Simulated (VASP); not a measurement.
# Pressure and energy of ScAl₃ (Pm-3m) against volume, with revPBE + dDsC

ScAl₃ strengthens aluminium alloys as small precipitates whose lattice nearly matches that of the surrounding metal. The strain around such a precipitate depends on its cell size and on its resistance to compression, so an error of one per cent in the lattice parameter matters.

**Problem.** The cubic cell is scaled evenly through seven volumes. Find how its energy and pressure change, and decide whether both point to the same equilibrium volume. Volume change is measured from the minimum of the fitted energy curve, 17.41 Å³ per atom. Energy is counted per atom from the lowest member, and pressure, taken from the stress tensor, is positive when the cell pushes outward.

## Calculations

A cell from the Materials Project database, not relaxed here, scaled evenly, fractional positions kept. VASP 6.6.1, plane waves with PAW, revPBE + dDsC, cutoff 400 eV, k mesh 7×7×7, no spin polarisation, no spin-orbit coupling, static lattice. A Birch-Murnaghan fit to the energies has its minimum at 17.41 Å³ per atom.

Notes on method and selection:

- The pressure from the stress tensor does not vanish at the minimum of the energy: it lies below the pressure that follows from the slope of the fitted energy curve, by nearly the same amount at every volume. The first suspect is the stress of the dispersion term, because VASP's gradients for dDsC neglect the dependence of that term on the electron density. No run here changes the cutoff alone or the dispersion term alone, so the cause is not settled.
- Only series whose fit has its minimum inside the range and an error under 0.5 meV per atom are shown.
- Where rows or columns differ in functional or spin-orbit coupling, non-spherical gradient terms in the PAW spheres (LASPH) may be on in some and off in others.
- Runs that did not converge, have known faults or may not be shown are not listed, and runs on Ansatz's PAW sets soft_1 and soft_2 are kept to separate tables.

Columns:

- volume change (%): volume relative to the fitted equilibrium volume.
- pressure (GPa): pressure from the stress tensor (positive: compressed).
- energy (meV/atom): energy per atom above the lowest point of the series.

Input lines of one member:

```
PREC = Accurate
ENCUT = 400
EDIFF = 1E-06
NELM = 100
ISMEAR = 0
SIGMA = 0.1
LREAL = .FALSE.
ALGO = Normal
GGA = RE
IVDW = 4
NBANDS = 16
LORBIT = 11
KPAR = 2
ISIF = 2
```

Command (options for logging and memory left out): `mpirun -np 2 vasp_std`

## The series

| member | volume change (%) | pressure (GPa) | energy (meV/atom) |
| --- | --- | --- | --- |
| 16.05 Å³ | −7.78 | 5.04 | 31.28 |
| 16.39 Å³ | −5.82 | 2.71 | 16.97 |
| 16.74 Å³ | −3.86 | 0.61 | 7.23 |
| 17.08 Å³ | −1.90 | −1.29 | 1.70 |
| 17.42 Å³ | 0.06 | −3.01 | 0.00 |
| 17.76 Å³ | 2.03 | −4.56 | 1.86 |
| 18.10 Å³ | 3.99 | −5.96 | 6.84 |

Least-squares fits to the whole series, with x = volume change (%); R² and errors in the fitted variable (y, or ln y where the fit is in ln y):

| y | members | fit | R² | rms residual | leave-one-out rms | the same for the mean of the others |
| --- | --- | --- | --- | --- | --- | --- |
| pressure (GPa) | 7 | y = −2.975 − 0.8398 x + 0.02415 x² | 1.00 | 0.017 | 0.047 | 4.3 |
| energy (meV/atom) | 7 | y = −0.3360 − 0.1146 x + 0.5018 x² | 1.00 | 0.33 | 0.88 | 12 |

## Why the values move as they do

The pressure falls at every step of expansion, from 5.04 to −5.96 GPa, and the steps shrink from 5.04 − 2.71 = 2.33 GPa to 5.96 − 4.56 = 1.40 GPa. The energy falls as far as the 17.42 Å³ member and then rises. It rises faster on the compressed side: 7.23 meV/atom at −3.86 %, but 6.84 at +3.99 %.

A model with three parameters follows from three assumptions.

1. The energy is smooth and has its minimum at x = 0, where x is the volume change in per cent. The first-order term then vanishes, and the next two are kept:

   E = a x² + b x³

   The 17.42 Å³ member lies so near the minimum that its energy can serve as the zero.

2. The lattice is static, so the pressure is the negative slope of the energy, P = −dE/dV. With V = V₀(1 + x/100), V₀ = 17.41 Å³ and 1 meV/Å³ = 0.1602 GPa, the factor between the slope in x and the pressure is 100 × 0.1602 / 17.41 = 0.920 GPa per (meV/atom per %). Hence

   P(slope) = −0.920 (2a x + 3b x²)

3. The stress tensor differs from this slope by a constant P₀:

   P = P₀ − 0.920 (2a x + 3b x²)

The parameter a measures stiffness, and b measures how the stiffness changes with volume. A simple picture of a metal gives the sign of b. The kinetic energy of the valence electrons grows roughly as V^(−2/3) on compression, while the electrostatic attraction grows only as V^(−1/3). The repulsive part is therefore the steeper one, the crystal stiffens when squeezed and softens when stretched, and b is negative. The constant P₀ has no place in this picture: for an exact stress at the same level of theory it would be zero.

## Fixing and testing the model

The parameters are fixed on the members at 16.39 Å³ (x = −5.82) and 18.10 Å³ (x = 3.99). Dividing each energy by x² gives a + b x:

- 16.39 Å³: 16.97 / 5.82² = 0.5010
- 18.10 Å³: 6.84 / 3.99² = 0.4296

Therefore b = (0.4296 − 0.5010) / (3.99 + 5.82) = −0.00728, and a = 0.4296 + 0.00728 × 3.99 = 0.459, both for energies in meV/atom. With 0.920 × 2 × 0.459 = 0.845 and 0.920 × 3 × 0.00728 = 0.0201, the pressure becomes

P = P₀ − 0.845 x + 0.0201 x²

The same two members give P₀ = 2.71 − 0.845 × 5.82 − 0.0201 × 5.82² = −2.89 GPa and P₀ = −5.96 + 0.845 × 3.99 − 0.0201 × 3.99² = −2.91 GPa. The mean, (−2.89 − 2.91) / 2 = −2.90 GPa, is used.

**Energies, in meV/atom**

- 16.05 Å³: 0.459 × 7.78² + 0.00728 × 7.78³ = 31.21; table 31.28
- 16.74 Å³: 0.459 × 3.86² + 0.00728 × 3.86³ = 7.26; table 7.23
- 17.76 Å³: 0.459 × 2.03² − 0.00728 × 2.03³ = 1.83; table 1.86

**Pressures, in GPa**

- 16.05 Å³: −2.90 + 0.845 × 7.78 + 0.0201 × 7.78² = 4.89; table 5.04
- 16.74 Å³: −2.90 + 0.845 × 3.86 + 0.0201 × 3.86² = 0.66; table 0.61
- 17.42 Å³: −2.90 − 0.845 × 0.06 + 0.0201 × 0.06² = −2.95; table −3.01
- 17.76 Å³: −2.90 − 0.845 × 2.03 + 0.0201 × 2.03² = −4.53; table −4.56

**Answer.** The two criteria disagree. The energy is lowest near 17.41 Å³, whereas the stress changes sign between 16.74 and 17.08 Å³. Linear interpolation puts zero stress at −3.86 + (3.86 − 1.90) × 0.61 / (0.61 + 1.29) = −3.23 %, a lattice parameter about 1.1 % shorter.

## Members off the line

The largest failure is that of the textbook assumption P₀ = 0. At 17.42 Å³ the energy slope gives −0.05 GPa and the stress tensor −3.01 GPa, which is lower by 3.01 − 0.05 = 2.96 GPa. The first suspect is the dispersion term. Its strength in dDsC depends on the electron density, which changes with volume. The energies include this change, but VASP neglects it in the gradients, so stress and energy slope need not agree. How much of the offset this explains is not tested here. Too small a plane-wave basis would also lower the stress, but 400 eV lies well above the default cutoffs of the PAW sets used, which makes it a less likely source of an error this large. PBE without dispersion, at the same cutoff and k mesh, gives a positive pressure on the unscaled database cell, where revPBE + dDsC gives a negative one. Functional, dispersion and smearing all differ between these two runs, so the comparison does not identify the cause. A series at a higher cutoff and a revPBE series without dispersion would test the two explanations separately.

Dropping the cubic term also fails. At 16.05 Å³ the parabola gives 0.459 × 7.78² = 27.8 meV/atom, below the table by 31.28 − 27.8 = 3.5 meV/atom, because it ignores the stiffening under compression.

With all three parameters, the largest miss in pressure is at 16.05 Å³, where the model is too low by 5.04 − 4.89 = 0.15 GPa. The energy there is also slightly low, as expected if a positive fourth-order term has been left out. A small change of P₀ with volume may contribute.

## Conclusions and limits

From −7.78 to +3.99 %, two energy parameters and one pressure offset describe both columns. The offset moves the volume of zero stress but hardly touches the stiffness: the bulk modulus at the energy minimum is 100 × 0.845 = 84.5 GPa from the energies and 100 × 0.8398 = 84.0 GPa from the fit to the stress. At these settings the equilibrium volume should be taken from the energy curve. A relaxation that follows this stress to zero would give a lattice parameter about 1.1 % shorter, an error of the size that matters for a precipitate. The cause of the offset remains open, so its size should not be carried over to another functional, dispersion term or cutoff.

Zero-point vibration is omitted here. If it is taken as very roughly 40 meV/atom, an assumed size for a light metal, it exceeds the 31.28 meV/atom spanned by the table. Most of it is common to all volumes and cancels. With an assumed Grüneisen parameter of about 2, the remainder is an outward pressure of roughly 2 × 40 × 0.1602 / 17.41 = 0.7 GPa, which would enlarge the equilibrium cell slightly.

[Logs are printed without paths, hosts, clocks, repeated set-up lines and the standing remarks that a program may print on its own settings, such as how far it seeks lower states.]
